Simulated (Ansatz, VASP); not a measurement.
K3TaH6 in VASP and in Ansatz

Contents of INCAR:

```
SYSTEM = K3TaH6
PREC = Accurate
ENCUT = 520
EDIFF = 1E-6
ISMEAR = 0
SIGMA = 0.1
LREAL = .False.
LASPH = .True.
NELM = 60
ALGO = Normal
ISIF = 2
LWAVE = .False.
LCHARG = .False.
GGA = PE
NBANDS = 33
```

The input KPOINTS:

```
regular mesh
0
Gamma
  4 4 4
  0 0 0
```

POSCAR

```
K3TaH6
1.0
    0.0000000000      4.4165864900      4.4165864900
    4.4165864900      0.0000000000      4.4165864900
    4.4165864900      4.4165864900      0.0000000000
K Ta H
3 1 6
Direct
    0.7500000000      0.7500000000      0.7500000000
    0.2500000000      0.2500000000      0.2500000000
    0.5000000000      0.5000000000      0.5000000000
    0.0000000000      0.0000000000      0.0000000000
    0.7689228400      0.2310771600      0.2310771600
    0.2310771600      0.2310771600      0.7689228400
    0.2310771600      0.7689228400      0.7689228400
    0.2310771600      0.7689228400      0.2310771600
    0.7689228400      0.2310771600      0.7689228400
    0.7689228400      0.7689228400      0.2310771600
```

Input for Ansatz:

```yaml
crystal:
  lattice:
    - [0.0, 4.41658649, 4.41658649]
    - [4.41658649, 0.0, 4.41658649]
    - [4.41658649, 4.41658649, 0.0]
  atoms:
    - { symbol: K, position: [0.75, 0.75, 0.75] }
    - { symbol: K, position: [0.25, 0.25, 0.25] }
    - { symbol: K, position: [0.5, 0.5, 0.5] }
    - { symbol: Ta, position: [0.0, 0.0, 0.0] }
    - { symbol: H, position: [0.76892284, 0.23107716, 0.23107716] }
    - { symbol: H, position: [0.23107716, 0.23107716, 0.76892284] }
    - { symbol: H, position: [0.23107716, 0.76892284, 0.76892284] }
    - { symbol: H, position: [0.23107716, 0.76892284, 0.23107716] }
    - { symbol: H, position: [0.76892284, 0.23107716, 0.76892284] }
    - { symbol: H, position: [0.76892284, 0.76892284, 0.23107716] }
basis:
  ecutwfc: 420
kpoints:
  mp_grid: { grid: [4, 4, 4] }
hamiltonian:
  xc: pbe
scf:
  occupations: { method: gaussian, width: 0.1 }
  lower_state_search: "off"
output:
  forces: true
  stress: true
  eigenvalues: true
```

Change from the starting cell: species swapped into the Rb3BiF6 type (Fm-3m, No. 225).

Alike in both runs: task single point; functional PBE; k mesh 4 × 4 × 4; occupations gaussian, width 0.1 eV; no spin polarisation.

```csv
,VASP,Ansatz
version,VASP 6.6.1,Ansatz 0.2.0
potentials or method,"VASP PAW PBE potentials, release 64 (K_sv, Ta_pv, H)","scalar-relativistic, plane waves, PAW"
plane-wave cutoff (eV),520,420
valence electrons in the cell,44,46
```

```csv
,VASP,Ansatz,Ansatz less VASP
gap on the k mesh at the Fermi level (eV),none,none,-
pressure (GPa),-2.5,-2.5,+0.02
rms of the force components (eV/Å),0.570,0.568,-0.0019
```

Atom by atom the forces differ by 0.002 eV/Å (rms over components). A gap of «none» marks a metal or a gap that the smearing closes. With one functional, cell and mesh, what is left measures potentials, basis and numerics. The two sets of potentials don't hold the same shells in valence.

Caveats: forces of over 1 eV/Å show positions far from the minimum, so gaps and moduli don't describe the material at rest. The runs have no spin-orbit coupling, so splittings on Ta are missing.
